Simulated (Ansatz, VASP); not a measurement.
One calculation of Rb2Ag, two programs

```
Rb Ag
1.0
     5.10802    0.00000    0.00000
     0.00000    5.10802    0.00000
     0.00000    0.00000    7.30725
Rb Ag
2 1
Direct
  0.50000 0.50000 0.00000
  0.00000 0.00000 0.50000
  0.00000 0.00000 0.00000
```

Alike in both runs: functional PBE; k mesh 10 × 10 × 6; occupations gaussian, width 0.1 eV; no spin polarisation.

Ansatz relaxed the structure, and its values are those at the end. VASP's run is a single point on that final structure, the one shown.

|  | VASP | Ansatz |
| --- | --- | --- |
| version | VASP 6.6.1 | Ansatz 0.2.0 |
| potentials or method | VASP PAW PBE potentials, release 64 (Rb_sv, Ag) | scalar-relativistic, plane waves, PAW |
| plane-wave cutoff (eV) | 520 | 420 |
| valence electrons in the cell | 29 | 37 |

```tsv
	VASP	Ansatz	Ansatz less VASP
gap on the k mesh at the Fermi level (eV)	none	none	-
pressure (GPa)	0.0	0.0	0.00
```

A gap of «none» marks a metal or a gap that the smearing closes. The two sets of potentials don't hold the same shells in valence.
